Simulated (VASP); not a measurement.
# Ba2Tl5V3O12 (P1) in VASP: equation of state

Aim: energy against volume of Ba2Tl5V3O12 in PBE, for its equilibrium volume and stiffness.

Program: VASP 6.6.1. These are calculated values, not measurements. Logs are shortened: lines on timing, memory, paths and dates and some standing lists are left out, and cuts for length are marked.

### Step 1. The structure

The typed cell holds 22 atoms: a = 6.653 Å, b = 8.840 Å, c = 9.892 Å, α = 71.07°, β = 73.99°, γ = 70.69°.

The cell was built by a generator and needn't be a form met in nature.

### Step 2. Equation of state, PBE, collinear spin, ferromagnetic start, 21.79 Å³/atom (volume scaled by 0.94)

Input file INCAR:

```
SYSTEM = Ba2Tl5V3O12
PREC = Accurate
ENCUT = 520
EDIFF = 1E-7
ISMEAR = -1
SIGMA = 0.05
LREAL = .False.
LASPH = .True.
NELM = 100
ALGO = Normal
ISIF = 2
LWAVE = .False.
LCHARG = .False.
ISPIN = 2
MAGMOM = 0 0 2 2 2 0 0 0 0 0 0 0 0 0 0 0 0 0 0 0 0 0
LORBIT = 11
LMAXMIX = 4
GGA = PE
NBANDS = 119
KPAR = 4
```

Input file KPOINTS:

```
Automatic mesh
0
Gamma
  5 4 3
  0 0 0
```

Input file POSCAR:

```
Ba2Tl5V3O12
1.0
    6.5169120972      0.0484503289      0.0197582518
    2.8023019812      8.1938851484      0.0037616107
    2.6280238166      2.4189507534      9.0079701841
Ba V Tl O
2 3 5 12
Direct
    0.8041900000      0.0466500000      0.0226400000
    0.2120500000      0.9515700000      0.3401200000
    0.7454000000      0.7079600000      0.3358200000
    0.2596300000      0.2659900000      0.0322500000
    0.0407400000      0.0769500000      0.6610600000
    0.2563600000      0.3984700000      0.3500300000
    0.5896600000      0.3486600000      0.6055300000
    0.5732700000      0.8806900000      0.6684200000
    0.7455200000      0.4966400000      0.1164800000
    0.1189100000      0.6420600000      0.7430300000
    0.2843300000      0.0971700000      0.5417500000
    0.8535000000      0.4957500000      0.3438600000
    0.4025500000      0.2044800000      0.1728200000
    0.8841400000      0.0537700000      0.5596700000
    0.1401700000      0.4795600000      0.9889900000
    0.5462700000      0.7363100000      0.4871200000
    0.9059400000      0.2427900000      0.7326200000
    0.6154300000      0.8005800000      0.1885700000
    0.0553800000      0.1645100000      0.1016400000
    0.0820900000      0.9040400000      0.8070800000
    0.4417800000      0.2012300000      0.8918700000
    0.9426900000      0.8041700000      0.3086200000
```

Potentials or basis: VASP PAW PBE potentials, release 64 (Ba_sv, V_sv, Tl_d, O).

Launch:

```console
$ cat potpaw_PBE.64/Ba_sv/POTCAR potpaw_PBE.64/V_sv/POTCAR potpaw_PBE.64/Tl_d/POTCAR potpaw_PBE.64/O/POTCAR > POTCAR
$ mpirun -np 4 vasp_std > vasp.out
```

OUTCAR:

```text
SYSTEM = Ba2Tl5V3O12
   PREC = Accurate
   ENCUT = 520
   EDIFF = 1E-7
   ISMEAR = -1
   LREAL = .False.
   LASPH = .True.
   NELM = 100
   ISIF = 2
   ISPIN = 2
   LORBIT = 11
   GGA = PE

 Found     31 irreducible k-points:

 Following reciprocal coordinates:
            Coordinates               Weight
  0.000000  0.000000  0.000000      1.000000
  0.200000  0.000000  0.000000      2.000000
  0.400000  0.000000  0.000000      2.000000
  0.000000  0.250000  0.000000      2.000000
  0.200000  0.250000  0.000000      2.000000
  0.400000  0.250000  0.000000      2.000000
   k-points           NKPTS =     31   k-points in BZ     NKDIM =     31   number of bands    NBANDS=    119
   number of dos      NEDOS =    301   number of ions     NIONS =     22
   total plane-waves  NPLWV = 221184
   dimension x,y,z NGX =    48 NGY =   64 NGZ =   72
   dimension x,y,z NGXF=    96 NGYF=  128 NGZF=  144
   ions per type =               2   3   5  12
   NGX,Y,Z   is equivalent  to a cutoff of  12.24, 12.29, 12.35 a.u.
   NGXF,Y,Z  is equivalent  to a cutoff of  24.49, 24.57, 24.70 a.u.
 SYSTEM =  Ba2Tl5V3O12
   PREC   = accura    normal or accurate (medium, high low for compatibility)
   ISTART =      0    job   : 0-new  1-cont  2-samecut
   ICHARG =      2    charge: 1-file 2-atom 10-const
   ISPIN  =      2    spin polarized calculation?
   LNONCOLLINEAR =      F non collinear calculations
   LSORBIT =      F    spin-orbit coupling
   LASPH  =      T    aspherical Exc in radial PAW
   ENCUT  =  520.0 eV  38.22 Ry    6.18 a.u.  12.12 16.10 18.02*2*pi/ulx,y,z
   NELM   =    100;   NELMIN=  2; NELMDL= -5     # of ELM steps
   EDIFF  = 0.1E-06   stopping-criterion for ELM
   LREAL  =      F    real-space projection
   EDIFFG = 0.1E-05   stopping-criterion for IOM
   NSW    =      0    number of steps for IOM
   IBRION =     -1    ionic relax: 0-MD 1-quasi-New 2-CG
   NFREE  =      0    steps in history (QN), initial steepest desc. (CG)
   ISIF   =      2    stress and relaxation
   ISYM   =      2    0-nonsym 1-usesym 2-fastsym
   POTIM  = 0.5000    time-step for ionic-motion
   TEBEG  =    0.0;   TEEND  =   0.0 temperature during run
   PSTRESS=    0.0 pullay stress
   NELECT =     196.0000    total number of electrons
   NUPDOWN=      -1.0000    fix difference up-down
   EMIN   =  10.00;   EMAX   =-10.00  energy-range for DOS
   EFERMI =   0.00;   METHOD = LEGACY
   ISMEAR =    -1;   SIGMA  =   0.05  broadening in eV -4-tet -1-fermi 0-gaus
   EFERMI_NEDOS =   21; number of points for ismear=-14 and -15
   IALGO  =     38    algorithm
   IMIX   =      4    mixing-type and parameters
     AMIX     =   0.40;   BMIX     =  1.00
     AMIX_MAG =   1.60;   BMIX_MAG =  1.00
  volume/ion in A,a.u.               =      21.79       147.07
  Fermi-wavevector in a.u.,A,eV,Ry     =   1.215015  2.296045 20.085752  1.476261
  Thomas-Fermi vector in A             =   2.350416
   LORBIT       =     11    0 simple, 1 ext, 2 COOP (PROOUT), +10 PAW based schemes
   GGA     = PE    functional components
   LHFCALC =     F    Hartree Fock is set to
   AEXX    =    0.0000 exact exchange contribution
   IVDW    =     0    specifies the selected vdW correction
   LEPSILON=     F    determine dielectric tensor
   LRPA    =     F    only Hartree local field effects (RPA)
 spin polarized calculation
  energy-cutoff  :      520.00
  volume of cell :      479.44
 maximum number of plane-waves:     12933
   NGX = 25   NGY = 33   NGZ = 37

 number of electron     196.0000002 magnetization      -0.0001697

 number of electron     196.0000002 magnetization       0.0001260

 Free energy of the ion-electron system (eV)
  ---------------------------------------------------
  ext. energy  EPLUGINS =         0.00000000
  ---------------------------------------------------
  free energy    TOTEN  =      -145.98125080 eV

  energy without entropy =     -145.98125080  energy(sigma->0) =     -145.98125080

 E-fermi :   2.3041     XC(G=0):  -8.4944

 val. band max:        1.1364513715   @ k =   0.0000   0.0000   0.0000
 cond. band min:       4.0214551275   @ k =  -0.2000  -0.0000   0.3333
 fundamental gap:      2.8850037560
 Fermi energy:         2.3040720250

 spin component 1

 k-point     1 :       0.0000    0.0000    0.0000
  band No.  band energies     occupation
      1     -62.4759      1.00000
      2     -62.4609      1.00000
      3     -62.4475      1.00000
      4     -36.5493      1.00000
      5     -36.5195      1.00000
      6     -36.5169      1.00000
[... 102 lines left out ...]
    109       5.5937      0.00000
    110       5.7713      0.00000

 k-point     2 :       0.2000    0.0000    0.0000
  band No.  band energies     occupation
      1     -62.4759      1.00000
      2     -62.4609      1.00000
      3     -62.4475      1.00000
      4     -36.5493      1.00000
      5     -36.5195      1.00000
      6     -36.5169      1.00000
[... 53 lines left out ...]

 spin component 2

 k-point     1 :       0.0000    0.0000    0.0000
  band No.  band energies     occupation
      1     -62.4759      1.00000
      2     -62.4609      1.00000
      3     -62.4475      1.00000
      4     -36.5493      1.00000
      5     -36.5195      1.00000
      6     -36.5169      1.00000
[... 102 lines left out ...]
    109       5.5937      0.00000
    110       5.7713      0.00000

 k-point     2 :       0.2000    0.0000    0.0000
  band No.  band energies     occupation
      1     -62.4759      1.00000
      2     -62.4609      1.00000
      3     -62.4475      1.00000
      4     -36.5493      1.00000
      5     -36.5195      1.00000
      6     -36.5169      1.00000
[... 102 lines left out ...]
    109       5.6669      0.00000
    110       5.7311      0.00000

 k-point     3 :       0.4000    0.0000    0.0000
  band No.  band energies     occupation
      1     -62.4759      1.00000
      2     -62.4609      1.00000
      3     -62.4475      1.00000
      4     -36.5493      1.00000
      5     -36.5195      1.00000
      6     -36.5169      1.00000
[... 102 lines left out ...]
    109       5.5953      0.00000
    110       5.8757      0.00000

 k-point     4 :       0.0000    0.2500    0.0000
  band No.  band energies     occupation
      1     -62.4759      1.00000
      2     -62.4609      1.00000
      3     -62.4475      1.00000
      4     -36.5493      1.00000
      5     -36.5195      1.00000
      6     -36.5169      1.00000
[... 102 lines left out ...]
    109       5.6255      0.00000
    110       5.6962      0.00000

 k-point     5 :       0.2000    0.2500    0.0000
  band No.  band energies     occupation
      1     -62.4759      1.00000
      2     -62.4609      1.00000
      3     -62.4475      1.00000
      4     -36.5493      1.00000
      5     -36.5195      1.00000
      6     -36.5169      1.00000
[... 102 lines left out ...]
    109       5.6280      0.00000
    110       5.7043      0.00000

 k-point     6 :       0.4000    0.2500    0.0000
  band No.  band energies     occupation
      1     -62.4759      1.00000
      2     -62.4609      1.00000
      3     -62.4475      1.00000
      4     -36.5493      1.00000
      5     -36.5195      1.00000
      6     -36.5169      1.00000
[... 102 lines left out ...]
    109       5.5502      0.00000
    110       5.8471      0.00000

 [... further k-points ...]

 [bands above 110 left out]

------------------------ aborting loop because EDIFF is reached ----------------------------------------

  FORCE on cell =-STRESS in cart. coord.  units (eV):
  Direction    XX          YY          ZZ          XY          YZ          ZX
  --------------------------------------------------------------------------------------
  -------------------------------------------------------------------------------------
  Total       16.8276850     15.8912371     16.6492997     -0.7120760      0.0965475     -0.4626978
  in kB       56.2340257     53.1046450     55.6379054     -2.3795847      0.3226382     -1.5462233
  external PRESSURE =      54.9921920 kB  Pullay stress =       0.0000000 kB

 VOLUME and BASIS-vectors are now :
 -----------------------------------------------------------------------------
  energy-cutoff  :      520.00
  volume of cell :      479.44
      direct lattice vectors                 reciprocal lattice vectors
     6.516912097  0.048450329  0.019758252     0.153931496 -0.052630317 -0.030775578
     2.802301981  8.193885148  0.003761611    -0.000810620  0.122334432 -0.032614522
     2.628023817  2.418950753  9.007970184    -0.000337298  0.000064355  0.111093924

 POSITION                                       TOTAL-FORCE (eV/Angst)
 -----------------------------------------------------------------------------------
      5.43106      0.47597      0.22001         0.060456     -0.056251      0.040655
      4.94234      8.63006      3.07156        -0.059699     -0.157933      0.136975
      7.72417      6.64939      3.04245         0.077388     -0.183417      0.168375
      2.52212      2.27008      0.29664        -0.153152      0.253394      0.006829
      2.21842      2.23156      5.95590         0.202170     -0.063153     -0.051358
      3.70720      4.12414      3.15962         0.246430      0.156242      0.033014
[... 14 lines left out ...]
      5.78680      3.82765      8.04342         0.463993     -0.840571     -1.294673
      9.20802      7.38149      2.80169         1.150811      0.540959     -0.217951
 -----------------------------------------------------------------------------------
    total drift:                               -0.000236      0.001016      0.000653

  FREE ENERGIE OF THE ION-ELECTRON SYSTEM (eV)
  ---------------------------------------------------
  free  energy   TOTEN  =      -145.9812508043 eV

  energy  without entropy=     -145.9812508043  energy(sigma->0) =     -145.98125080

 total charge

# of ion       s       p       d       tot
------------------------------------------
    1        1.998   5.636   0.286   7.920
    2        2.001   5.638   0.297   7.936
    3        2.442   6.489   3.420  12.351
    4        2.442   6.494   3.428  12.365
    5        2.446   6.495   3.444  12.385
    6        1.267   0.185   9.680  11.131
[... 14 lines left out ...]
   21        1.589   3.423   0.000   5.012
   22        1.583   3.435   0.000   5.018
--------------------------------------------------
tot         36.671  72.824  59.284 168.779

 magnetization (x)

# of ion       s       p       d       tot
------------------------------------------
    1        0.000  -0.000   0.000   0.000
    2       -0.000  -0.000   0.000   0.000
    3       -0.000   0.000   0.000   0.000
    4        0.000   0.000   0.000   0.000
    5       -0.000   0.000   0.000   0.000
    6       -0.000   0.000  -0.000  -0.000
[... 14 lines left out ...]
   21       -0.000  -0.000   0.000  -0.000
   22       -0.000  -0.000   0.000  -0.000
--------------------------------------------------
tot         -0.000  -0.000   0.000  -0.000
```

Run time: 35 min. Hardware: 4 MPI ranks of Intel Xeon Platinum 8375C at 2.90GHz (Ice Lake), shared host; peak memory 2.4 GiB.

What came out:

```
Free energy                                           : -145.9813 eV
Pressure                                              : 5.5 GPa
Largest force                                         : 1.612 eV/Å
Band gap on the k mesh                                : 2.88 eV, indirect (least direct gap 3.01 eV)
Net moment                                            : 0.00 μB per cell
Valence electrons inside the program's atomic spheres : Ba 7.92, 7.94; V 12.35, 12.37, 12.38; Tl 11.13, 11.14, 11.15; O 5.00, 4.99, 5.02, 5.01, 5.04
```

Caveat: spin-orbit coupling is left out, which as a rule narrows the gap of such compounds by several tenths of an eV; an odd mesh through Γ misses points on the zone boundary, where band edges often lie; forces of over 1 eV/Å show positions far from the minimum, so gaps and moduli don't describe the material at rest.

### Step 3. Equation of state, PBE, collinear spin, ferromagnetic start, 22.26 Å³/atom (volume scaled by 0.96)

INCAR is that of step 2.

KPOINTS is that of step 2.

Changes to POSCAR since step 2:

```diff
@@ -2,5 +2,5 @@
 1.0
-    6.5169120972      0.0484503289      0.0197582518
-    2.8023019812      8.1938851484      0.0037616107
-    2.6280238166      2.4189507534      9.0079701841
+    6.5628073565      0.0487915397      0.0198973990
+    2.8220371524      8.2515904662      0.0037881017
+    2.6465316364      2.4359861791      9.0714086839
 Ba V Tl O
```

Potentials or basis: VASP PAW PBE potentials, release 64 (Ba_sv, V_sv, Tl_d, O).

Launch:

```console
$ cat potpaw_PBE.64/Ba_sv/POTCAR potpaw_PBE.64/V_sv/POTCAR potpaw_PBE.64/Tl_d/POTCAR potpaw_PBE.64/O/POTCAR > POTCAR
$ mpirun -np 4 vasp_std > vasp.out
```

Wall time 46 min (4 MPI ranks of Intel Xeon Platinum 8375C at 2.90GHz (Ice Lake), shared host); peak memory 2.5 GiB.

Results (log left out):

```yaml
Free_energy: -146.2794 eV
Pressure: 3.7 GPa
Largest_force: 1.102 eV/Å
Band_gap_on_the_k_mesh: 2.89 eV, indirect (least direct gap 3.01 eV)
Net_moment: 0.00 μB per cell
Valence_electrons_inside_the_program's_atomic_spheres: Ba 7.91, 7.92; V 12.27, 12.29, 12.30; Tl 11.12, 11.13, 11.14; O 5.00, 4.98, 5.01, 4.99, 5.02
```

Caveat: spin-orbit coupling is left out, which as a rule narrows the gap of such compounds by several tenths of an eV; an odd mesh through Γ misses points on the zone boundary, where band edges often lie; forces of over 1 eV/Å show positions far from the minimum, so gaps and moduli don't describe the material at rest.

### Step 4. Equation of state, PBE, collinear spin, ferromagnetic start, 22.72 Å³/atom (volume scaled by 0.98)

INCAR is that of step 3.

KPOINTS is that of step 3.

Changes to POSCAR since step 3:

```diff
@@ -2,5 +2,5 @@
 1.0
-    6.5628073565      0.0487915397      0.0198973990
-    2.8220371524      8.2515904662      0.0037881017
-    2.6465316364      2.4359861791      9.0714086839
+    6.6080695271      0.0491280437      0.0200346268
+    2.8415000926      8.3084997850      0.0038142274
+    2.6647841555      2.4527866147      9.1339721001
 Ba V Tl O
```

Launch:

```console
$ cat potpaw_PBE.64/Ba_sv/POTCAR potpaw_PBE.64/V_sv/POTCAR potpaw_PBE.64/Tl_d/POTCAR potpaw_PBE.64/O/POTCAR > POTCAR
$ mpirun -np 4 vasp_std > vasp.out
```

Run time: 42 min. Hardware: 4 MPI ranks of Intel Xeon Platinum 8375C at 2.90GHz (Ice Lake), shared host; peak memory 2.5 GiB.

It converged, with:

| Quantity | Value |
| --- | --- |
| Free energy | -146.4660 eV |
| Pressure | 2.0 GPa |
| Largest force | 0.629 eV/Å |
| Band gap on the k mesh | 2.90 eV, indirect (least direct gap 3.01 eV) |
| Net moment | 0.00 μB per cell |
| Valence electrons inside the program's atomic spheres | Ba 7.89, 7.91; V 12.20, 12.21, 12.23; Tl 11.12, 11.13, 11.14; O 4.99, 4.97, 5.00, 4.98, 5.01 |

Caveat: spin-orbit coupling is left out, which as a rule narrows the gap of such compounds by several tenths of an eV; an odd mesh through Γ misses points on the zone boundary, where band edges often lie.

### Step 5. Equation of state, PBE, collinear spin, ferromagnetic start, 23.65 Å³/atom (volume scaled by 1.02)

INCAR is that of step 4.

KPOINTS is that of step 4.

Changes to POSCAR since step 4:

```diff
@@ -2,5 +2,5 @@
 1.0
-    6.6080695271      0.0491280437      0.0200346268
-    2.8415000926      8.3084997850      0.0038142274
-    2.6647841555      2.4527866147      9.1339721001
+    6.6967790323      0.0497875592      0.0203035801
+    2.8796455852      8.4200365813      0.0038654312
+    2.7005573390      2.4857138541      9.2565903841
 Ba V Tl O
```

Launch:

```console
$ cat potpaw_PBE.64/Ba_sv/POTCAR potpaw_PBE.64/V_sv/POTCAR potpaw_PBE.64/Tl_d/POTCAR potpaw_PBE.64/O/POTCAR > POTCAR
$ mpirun -np 4 vasp_std > vasp.out
```

It took 41 min on 4 MPI ranks of Intel Xeon Platinum 8375C at 2.90GHz (Ice Lake), shared host; peak memory 2.6 GiB.

Results (log left out):

| Property | Result |
| --- | --- |
| Free energy | -146.5479 eV |
| Pressure | -0.8 GPa |
| Largest force | 0.267 eV/Å |
| Band gap on the k mesh | 2.89 eV, indirect (least direct gap 3.00 eV) |
| Net moment | 0.00 μB per cell |
| Valence electrons inside the program's atomic spheres | Ba 7.87, 7.88; V 12.06, 12.07, 12.09; Tl 11.11, 11.12; O 4.97, 4.96, 4.98, 5.00 |

Caveat: spin-orbit coupling is left out, which as a rule narrows the gap of such compounds by several tenths of an eV; an odd mesh through Γ misses points on the zone boundary, where band edges often lie.

### Step 6. Equation of state, PBE, collinear spin, ferromagnetic start, 24.11 Å³/atom (volume scaled by 1.04)

INCAR is that of step 5.

KPOINTS is that of step 5.

Changes to POSCAR since step 5:

```diff
@@ -2,5 +2,5 @@
 1.0
-    6.6967790323      0.0497875592      0.0203035801
-    2.8796455852      8.4200365813      0.0038654312
-    2.7005573390      2.4857138541      9.2565903841
+    6.7402658290      0.0501108641      0.0204354252
+    2.8983451065      8.4747136756      0.0038905321
+    2.7180939170      2.5018553054      9.3166997981
 Ba V Tl O
```

Potentials or basis: VASP PAW PBE potentials, release 64 (Ba_sv, V_sv, Tl_d, O).

Launch:

```console
$ cat potpaw_PBE.64/Ba_sv/POTCAR potpaw_PBE.64/V_sv/POTCAR potpaw_PBE.64/Tl_d/POTCAR potpaw_PBE.64/O/POTCAR > POTCAR
$ mpirun -np 4 vasp_std > vasp.out
```

It took 46 min on 4 MPI ranks of Intel Xeon Platinum 8375C at 2.90GHz (Ice Lake), shared host; peak memory 2.7 GiB.

It converged, with:

```yaml
Free_energy: -146.4625 eV
Pressure: -2.0 GPa
Largest_force: 0.610 eV/Å
Band_gap_on_the_k_mesh: 2.88 eV, indirect (least direct gap 2.98 eV)
Net_moment: 0.00 μB per cell
Valence_electrons_inside_the_program's_atomic_spheres: Ba 7.85, 7.87; V 12.00, 12.01, 12.03; Tl 11.10, 11.11, 11.12; O 4.96, 4.95, 4.97, 4.99
```

Caveat: spin-orbit coupling is left out, which as a rule narrows the gap of such compounds by several tenths of an eV; an odd mesh through Γ misses points on the zone boundary, where band edges often lie.

### Step 7. Equation of state, PBE, collinear spin, ferromagnetic start

Potentials or basis: VASP PAW PBE potentials, release 64 (Ba_sv, V_sv, Tl_d, O).

This step only gathers the single runs of the series.

Results:

```
Equilibrium volume                        : 23.39 Å³/atom
Bulk modulus at fixed shape and positions : 68 GPa
Pressure derivative of the bulk modulus   : 4.3
```

Energy against volume, from the lowest point:
```tsv
volume (Å³/atom)	energy (meV/atom)
21.793	25.95
22.256	12.39
22.720	3.91
23.184	0.00
23.648	0.19
24.111	4.07
```

Caveat: the cell was scaled at fixed shape and fractional positions, which overstates the stiffness of a crystal with free parameters, most of all of layers and chains.
